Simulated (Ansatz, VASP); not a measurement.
# Ga2SbP: VASP beside Ansatz, part 2 of 2

Aim: how closely do two programs agree when they are given the same cell, functional and k mesh? The cell is invented: As first built, before any earlier steps moved the atoms (in the runner's words): it takes the GaP structure with some of its atoms replaced by other elements, volume scaled by an estimate. It may not be a known or stable phase. The cell is taken from a series of VASP runs on this material, whose earlier steps may have relaxed, scaled or displaced it; both programs get it as it stands. Other levels of theory on this material are compared in a session of their own.

VASP 6.6.1 and Ansatz 0.2.0.

So far. Step 3 (VASP: band structure, r2SCAN): Within 0.02 Å the cell has space group P-4m2; at a tight tolerance a small distortion makes it C2.

## (4) Comparison

Known differences besides the potentials themselves: VASP keeps PBE cores, Ansatz makes them for the functional; the data sets hold 46 valence electrons in Ansatz (default PAW (the set named soft_2) files) and 36 in VASP; the cutoff is 500 eV in Ansatz and 400 eV in VASP. Total energies have different zeros and are not compared.

Both answers:

| quantity | Ansatz | VASP | difference |
| --- | --- | --- | --- |
| pressure (GPa) | 0.14 | 0.01 | +0.12 |
| gap over the path points (eV) | 0.501 | 0.482 | +0.019 |

Levels at points of the path, from each program's valence-band top (eV; 4 filled, then empty):

| k (reciprocal lattice) | Ansatz | VASP |
| --- | --- | --- |
| 0.000 0.000 0.000 | -3.16 -0.23 0.00 0.00 0.50 1.17 2.10 | -3.17 -0.23 0.00 0.00 0.48 1.17 2.10 |
| -0.200 -0.200 -0.200 | -3.65 -2.92 -1.85 -1.10 2.44 3.13 3.48 | -3.65 -2.93 -1.85 -1.10 2.43 3.12 3.48 |
| -0.433 -0.433 -0.434 | -4.06 -3.85 -3.19 -3.07 3.24 3.87 4.37 | -4.07 -3.86 -3.19 -3.07 3.23 3.86 4.37 |
| -0.500 -0.500 -0.500 | -3.77 -3.77 -3.65 -3.54 4.29 4.30 4.46 | -3.77 -3.77 -3.66 -3.54 4.29 4.29 4.45 |
| -0.500 -0.500 -0.500 | -3.77 -3.77 -3.65 -3.54 4.29 4.30 4.46 | -3.77 -3.77 -3.66 -3.54 4.29 4.29 4.45 |
| -0.500 -0.500 -0.500 | -3.77 -3.77 -3.65 -3.54 4.29 4.30 4.46 | -3.77 -3.77 -3.66 -3.54 4.29 4.29 4.45 |
| -0.467 0.467 0.500 | -3.92 -3.84 -3.44 -3.41 4.09 4.10 4.61 | -3.93 -3.84 -3.44 -3.42 4.08 4.09 4.60 |
| -0.233 0.233 0.500 | -3.75 -3.23 -1.59 -1.16 2.59 2.60 4.50 | -3.76 -3.24 -1.59 -1.16 2.59 2.59 4.50 |
| 0.000 0.000 0.500 | -2.68 -2.68 -1.23 -1.23 1.20 1.85 3.13 | -2.69 -2.69 -1.23 -1.23 1.19 1.84 3.12 |
| -0.167 -0.167 0.500 | -3.34 -2.73 -1.62 -1.03 2.43 3.09 3.70 | -3.35 -2.73 -1.63 -1.03 2.42 3.08 3.69 |

At this near-relaxed geometry the largest component of a force difference is 17 meV/Å. Among the levels compared at these points, filled levels agree within 9 meV and empty ones within 20 meV. Ansatz's pressure holds a Pulay correction of 0.04 GPa; VASP's holds none.

## (5) VASP: band structure, r2SCAN, spin-orbit coupling

Levels along a path test the potential and the projectors away from the mesh points.

INCAR

```
SYSTEM = Ga2SbP
PREC = Accurate
ENCUT = 400
EDIFF = 1E-06
NELM = 100
ISMEAR = 0
SIGMA = 0.05
LREAL = .FALSE.
ALGO = Normal
METAGGA = R2SCAN
LASPH = .TRUE.
LNONCOLLINEAR = .TRUE.
MAGMOM = 0 0 0 0 0 0 0 0 0 0 0 0
NBANDS = 48
GGA_COMPAT = .FALSE.
LSORBIT = .TRUE.
LORBIT = 11
LWAVE = .FALSE.
LCHARG = .FALSE.
KPAR = 2
```

POSCAR

```
Ga2SbP
1.0
    2.8960959798     -2.8960508051      0.0009236138
    2.8960959798      2.8960508051      0.0009236138
    0.0004937753      0.0000000000      5.7819809996
Sb Ga P
1 2 1
Direct
    0.5011804053      0.4988195947      0.5000000000
    0.0012711293      0.5003588440      0.7761899576
    0.4996411560      0.9987288707      0.2238100424
    0.9998096703      0.0001903297      0.0000000000
```

KPOINTS

```
Automatic mesh
0
Gamma
4 4 3
0 0 0
```

KPOINTS_OPT

```
Line mode
16
Line-mode
Reciprocal
  0.00000000   0.00000000   0.00000000 GAMMA
 -0.49989883  -0.49989883  -0.50041903 Y

 -0.49989883  -0.49989883  -0.50041903 Y
 -0.49989105  -0.49989105  -0.50043454 F

 -0.49989105  -0.49989105  -0.50043454 F
 -0.50000000  -0.50000000  -0.50000000 L

 -0.50000000  -0.50000000  -0.50000000 L
 -0.50010904  -0.49989096  -0.50000000 I

 -0.49989096   0.49989096   0.50000000 I1
  0.00000000   0.00000000   0.50000000 Z

  0.00000000   0.00000000   0.50000000 Z
 -0.49990661  -0.49990661   0.49959647 H

 -0.49990661  -0.49990661   0.49959647 H
 -0.50010895  -0.50010895  -0.49956546 F1

 -0.50009339   0.49990661  -0.49959647 H1
 -0.50010117   0.49989883  -0.49958097 Y1

 -0.50010117   0.49989883  -0.49958097 Y1
 -0.50000000   0.50000000   0.00000000 X

 -0.50000000   0.50000000   0.00000000 X
  0.00000000   0.00000000   0.00000000 GAMMA

  0.00000000   0.00000000   0.00000000 GAMMA
 -0.50000000   0.00000000  -0.50000000 N

 -0.50000000   0.00000000   0.00000000 M
  0.00000000   0.00000000   0.00000000 GAMMA
```

Potentials, in the order of the species: Sb, Ga_d and P (PBE family, release 64).

On the command line:

```bash
> mpirun -np 2 vasp_ncl
```

Numbers of over 12 decimals in the logs are rounded to 6 here.

Log:

```text
[banner, memory and clock lines left out]
running    2 mpi-ranks, on    1 nodes
[...]
[... a notice as in an earlier step ...]

 LDA part: xc-table for (None), standard interpolation
 POSCAR, INCAR and KPOINTS ok, starting setup
[...]
entering main loop
       N       E                     dE             d eps       ncg     rms          rms(c)
DAV:   1     0.243131848938E+03    0.24313E+03   -0.14188E+04  2728   0.180E+03
DAV:   2    -0.189540426513E+02   -0.26209E+03   -0.25116E+03  2672   0.529E+02
DAV:   3    -0.604838576860E+02   -0.41530E+02   -0.40417E+02  2880   0.151E+02
DAV:   4    -0.627480981845E+02   -0.22642E+01   -0.22491E+01  3168   0.376E+01
[...]
DAV:  14    -0.587032308659E+02    0.22514E-05   -0.12094E-06  2208   0.885E-03    0.308E-03
DAV:  15    -0.587032323699E+02   -0.15040E-05   -0.27079E-07  1504   0.802E-03    0.820E-04
DAV:  16    -0.587032325352E+02   -0.16526E-06   -0.62935E-08  1408   0.224E-03
   1 F= -.58703233E+02 E0= -.58703233E+02  d E =-.498192E-07  mag=    -0.0000    -0.0000     0.0000
 Start KPOINTS_OPT (optional k-point list driver)
k-point batch [1-26\192]
       N       E                     dE             ncg
DAV:   1     0.213397167192E+04   -0.17962E+05     2704
DAV:   2    -0.478395097890E+04   -0.69179E+04     2664
DAV:   3    -0.580703725739E+04   -0.10231E+04     2888
DAV:   4    -0.585934128788E+04   -0.52304E+02     3080
DAV:   5    -0.586072746393E+04   -0.13862E+01     3288
DAV:   6    -0.586079444256E+04   -0.66979E-01     3528
DAV:   7    -0.586079506521E+04   -0.62265E-03     3352
DAV:   8    -0.586079508155E+04   -0.16338E-04     3384
DAV:   9    -0.586079508171E+04   -0.16501E-06     1984
[...]
k-point batch [183-192\192]
       N       E                     dE             ncg
DAV:   1     0.110853496633E+05   -0.27865E+03     1032
DAV:   2     0.843588045048E+04   -0.26495E+04     1032
DAV:   3     0.801810673191E+04   -0.41777E+03     1144
DAV:   4     0.799343780981E+04   -0.24669E+02     1144
DAV:   5     0.799260995717E+04   -0.82785E+00     1176
DAV:   6     0.799256012444E+04   -0.49833E-01     1352
DAV:   7     0.799255973993E+04   -0.38451E-03     1176
DAV:   8     0.799255972845E+04   -0.11478E-04     1304
DAV:   9     0.799255972834E+04   -0.11472E-06      616
```

OUTCAR, selected parts (step 5):

```text
  Total        0.1678201      0.1679558     -0.1687609      0.0000000      0.0000000     -0.0060863
  in kB        2.7722268      2.7744687     -2.7877679      0.0000000      0.0000000     -0.1005398
  external PRESSURE =       0.9196425 kB  Pullay stress =       0.0000000 kB

 POSITION                                       TOTAL-FORCE (eV/Angst)
 -----------------------------------------------------------------------------------
      2.89634     -0.00684      2.89191         0.000000      0.001158     -0.000000
      1.45315      1.44538      4.48838        -0.003701      0.001950      0.014103
      4.33953      1.44538      1.29545         0.003701      0.001950     -0.014103
      2.89610     -2.89495      0.00092        -0.000000     -0.005058      0.000000
 -----------------------------------------------------------------------------------
    total drift:                                0.000000     -0.005960      0.000000

  FREE ENERGIE OF THE ION-ELECTRON SYSTEM (eV)
  ---------------------------------------------------
  free  energy   TOTEN  =       -58.7032325352 eV

  energy  without entropy=      -58.7032324853  energy(sigma->0) =      -58.70323251

 magnetization (x)
# of ion       s       p       d       tot
------------------------------------------
    1        0.000   0.000   0.000   0.000
    2       -0.000   0.000  -0.000  -0.000
    3        0.000  -0.000   0.000   0.000
    4        0.000   0.000   0.000   0.000
--------------------------------------------------
tot          0.000   0.000   0.000   0.000

 magnetization (y)
# of ion       s       p       d       tot
------------------------------------------
    1        0.000   0.000   0.000   0.000
    2        0.000   0.000   0.000   0.000
    3        0.000   0.000   0.000   0.000
    4       -0.000  -0.000   0.000  -0.000
--------------------------------------------------
tot          0.000   0.000   0.000   0.000

 magnetization (z)
# of ion       s       p       d       tot
------------------------------------------
    1        0.000   0.000   0.000   0.000
    2        0.000  -0.000   0.000  -0.000
    3       -0.000   0.000  -0.000   0.000
    4        0.000   0.000   0.000   0.000
--------------------------------------------------
tot          0.000   0.000   0.000   0.000

[... 1 part as in an earlier step ...]

[... 2 further parts left out ...]
[key lines of the parts left out:]
E-fermi :   5.1779
```

The run ends at a pressure of 0.09 GPa, with forces up to 0.015 eV/Å.

## (6) Ansatz: band structure, r2SCAN, spin-orbit coupling

The same cell, functional, mesh and smearing now go to Ansatz, which takes its cutoff from its data sets.

The cell is taken from a series of VASP runs on this material, whose earlier steps may have relaxed, scaled or displaced it; both programs get it as it stands.

input.yaml

```yaml
crystal:
  lattice:
    - [2.8960959798, -2.8960508051, 0.0009236138]
    - [2.8960959798, 2.8960508051, 0.0009236138]
    - [0.0004937753, 0.0, 5.7819809996]
  atoms:
    - { symbol: Sb, position: [0.5011804053, 0.4988195947, 0.5] }
    - { symbol: Ga, position: [0.0012711293, 0.500358844, 0.7761899576] }
    - { symbol: Ga, position: [0.499641156, 0.9987288707, 0.2238100424] }
    - { symbol: P, position: [0.9998096703, 0.0001903297, 0.0] }
hamiltonian:
  xc: r2scan
  pseudopotentials: { kind: paw_fr }
magnetization:
  noncollinear: true
  spin_orbit: true
kpoints:
  mp_grid: { grid: [4, 4, 3] }
  band_path:
    path:
      - [0.0, 0.0, 0.0]
      - [-0.19996, -0.19996, -0.20017]
      - [-0.43325, -0.43325, -0.4337]
      - [-0.4999, -0.4999, -0.50042]
      - [-0.49994, -0.49994, -0.50023]
      - [-0.49999, -0.49999, -0.50003]
      - [-0.46656, 0.46656, 0.5]
      - [-0.23328, 0.23328, 0.5]
      - [0.0, 0.0, 0.5]
      - [-0.16664, -0.16664, 0.49987]
      - [-0.39993, -0.39993, 0.49968]
      - [-0.49993, -0.49993, 0.36637]
      - [-0.50003, -0.50003, -0.0999]
      - [-0.50011, -0.50011, -0.49957]
      - [-0.5001, 0.4999, -0.49959]
      - [-0.50008, 0.49992, -0.39966]
      - [-0.50003, 0.49997, -0.16653]
      - [-0.5, 0.5, 0.0]
      - [-0.26667, 0.26667, 0.0]
      - [-0.03333, 0.03333, 0.0]
      - [-0.13333, 0.0, -0.13333]
      - [-0.36667, 0.0, -0.36667]
      - [-0.46667, 0.0, 0.0]
      - [-0.23333, 0.0, 0.0]
      - [0.0, 0.0, 0.0]
    npoints: 1
scf:
  occupations: { method: gaussian, width: 0.05 }
  n_extra_bands: 16
output:
  forces: true
  stress: true
  eigenvalues: true
```

On the command line:

```bash
> ansatz run input.yaml --threads 2 --pin off --max-ram 4608MiB --backend cpu --events-out ev --progress --plain --runs-dir out
```

Log:

```text
[...]
non-collinear run that drives no moment, with spin-orbit: no starting moment large enough to seed its density (crystal.atoms[].spin), no starting occupations that ask for one, no magnetisation constraint and no magnetic field, so the semilocal B_xc is pinned to zero
Crystal: 4 atoms, lattice volume = 96.990 Å³
[...]
k-point 0: bands = [... 42 lower, 7.5301, 7.5301, 7.7059, 7.7059, 8.0427, 8.0427, 8.7174, 8.7174, ... 12 higher]
  k-point 1: bands = [... 42 lower, 6.4710, 6.4712, 6.7520, 6.7520, 8.6073, 8.6074, 9.4994, 9.4998, ... 12 higher]
  k-point 2: bands = [... 42 lower, 5.8809, 5.9802, 7.2948, 7.2977, 8.8998, 8.9139, 10.2394, 10.3287, ... 12 higher]
  k-point 16: bands = [... 42 lower, 4.0349, 4.0352, 4.2233, 4.2242, 10.6131, 10.6168, 10.7479, 10.7483, ... 12 higher]
[key lines of the parts left out:]
SCF converged after 8 iterations
Magnetization: |M| = 0.0000 μB,  M = (+0.0000, +0.0000, +0.0000) μB
Free energy (F): -14823.939921 eV
Fermi energy:    7.874302 eV
P = ⅓ Tr σ = 0.1885 GPa (1.885 kbar)
```

The job ended after 36 s (2 threads of AMD EPYC 7R43, shared host; peak memory 1.1 GiB; 72 s of CPU time).

## (7) Side by side

What differs besides the data sets and the points named for the pairs above, as far as they apply: spin-orbit coupling enters by fully relativistic files in Ansatz and inside the spheres in VASP; the data sets hold 46 valence electrons in Ansatz (fully relativistic PAW (standard-fr) files) and 36 in VASP. Total energies have different zeros and are not compared.

Both answers:

| quantity | Ansatz | VASP | difference |
| --- | --- | --- | --- |
| pressure (GPa) | 0.19 | 0.09 | +0.10 |
| gap over the path points (eV) | 0.337 | 0.317 | +0.019 |

Levels at points of the path, from each program's valence-band top (eV; 8 filled, then empty):

| k (reciprocal lattice) | Ansatz | VASP |
| --- | --- | --- |
| 0.000 0.000 0.000 | -3.31 -3.31 -0.58 -0.58 -0.18 -0.18 0.00 0.00 0.34 0.34 1.01 1.01 1.94 1.94 | -3.31 -3.31 -0.57 -0.57 -0.18 -0.18 0.00 0.00 0.32 0.32 1.01 1.01 1.93 1.93 |
| -0.200 -0.200 -0.200 | -3.85 -3.79 -3.14 -3.06 -2.13 -1.93 -1.29 -1.22 2.24 2.30 2.95 2.96 3.29 3.35 | -3.86 -3.79 -3.14 -3.06 -2.13 -1.93 -1.29 -1.22 2.23 2.29 2.94 2.96 3.29 3.34 |
| -0.433 -0.433 -0.434 | -4.28 -4.22 -4.07 -3.96 -3.42 -3.33 -3.22 -3.20 3.03 3.10 3.62 3.76 4.19 4.22 | -4.28 -4.22 -4.07 -3.97 -3.42 -3.33 -3.23 -3.20 3.02 3.09 3.62 3.75 4.18 4.21 |
| -0.500 -0.500 -0.500 | -4.05 -4.05 -3.86 -3.86 -3.82 -3.82 -3.67 -3.67 4.02 4.02 4.20 4.20 4.30 4.30 | -4.05 -4.05 -3.86 -3.86 -3.83 -3.83 -3.68 -3.68 4.02 4.02 4.19 4.19 4.28 4.28 |
| -0.500 -0.500 -0.500 | -4.05 -4.05 -3.86 -3.86 -3.82 -3.82 -3.67 -3.67 4.02 4.02 4.20 4.20 4.30 4.30 | -4.05 -4.05 -3.86 -3.86 -3.83 -3.83 -3.68 -3.68 4.02 4.02 4.19 4.19 4.28 4.28 |
| -0.500 -0.500 -0.500 | -4.05 -4.05 -3.86 -3.86 -3.82 -3.82 -3.67 -3.67 4.02 4.02 4.20 4.20 4.30 4.30 | -4.05 -4.05 -3.86 -3.86 -3.83 -3.83 -3.68 -3.68 4.02 4.02 4.19 4.19 4.28 4.28 |
| -0.467 0.467 0.500 | -4.17 -4.11 -4.01 -3.95 -3.66 -3.60 -3.56 -3.51 3.80 3.90 3.99 3.99 4.44 4.45 | -4.17 -4.11 -4.02 -3.96 -3.66 -3.61 -3.57 -3.51 3.80 3.90 3.97 3.98 4.42 4.43 |
| -0.233 0.233 0.500 | -3.93 -3.92 -3.45 -3.38 -1.81 -1.73 -1.31 -1.31 2.40 2.42 2.44 2.45 4.31 4.35 | -3.93 -3.92 -3.45 -3.38 -1.80 -1.73 -1.31 -1.31 2.39 2.41 2.43 2.44 4.32 4.35 |
| 0.000 0.000 0.500 | -2.85 -2.85 -2.84 -2.84 -1.55 -1.55 -1.26 -1.26 1.03 1.03 1.68 1.68 2.96 2.96 | -2.86 -2.86 -2.85 -2.85 -1.54 -1.54 -1.26 -1.26 1.03 1.03 1.68 1.68 2.96 2.96 |
| -0.167 -0.167 0.500 | -3.51 -3.51 -2.91 -2.90 -1.89 -1.70 -1.19 -1.19 2.25 2.27 2.88 2.95 3.51 3.56 | -3.52 -3.52 -2.92 -2.90 -1.89 -1.71 -1.19 -1.19 2.25 2.27 2.87 2.94 3.50 3.55 |

At this near-relaxed geometry the largest component of a force difference is 21 meV/Å. Among the levels compared at these points, filled levels agree within 9 meV and empty ones within 20 meV. Ansatz's pressure holds a Pulay correction of 0.04 GPa; VASP's holds none.

## (8) Outcome

| Item | Value |
| --- | --- |
| difference in gap over the path points (band structure, r2SCAN) | 0.019 eV |
| r.m.s. force difference (band structure, r2SCAN) | 7.2 meV/Å |
| difference in gap over the path points (band structure, r2SCAN, spin-orbit coupling) | 0.019 eV |
| r.m.s. force difference (band structure, r2SCAN, spin-orbit coupling) | 8.7 meV/Å |

**Reading.** The r.m.s. force difference is 8.7 meV/Å (band structure, r2SCAN, spin-orbit coupling), within the 12 meV/Å picked in this series as the mark of a large difference. 3 further runs of this series are not shown here. Such differences can come from data sets, numerical settings and the points named under the comparisons, not from the functional's error against experiment.

[Lines on the potential files, build, host, timing and source positions are cut from VASP's logs without a mark.]

[Logs are printed without paths, hosts, clocks, repeated set-up lines and the standing remarks that a program may print on its own settings, such as how far it seeks lower states.]

[Hosts, paths, dates, database ids (printed as entryN), source tags and the programs' standing remarks are cut or masked in the printed files.]
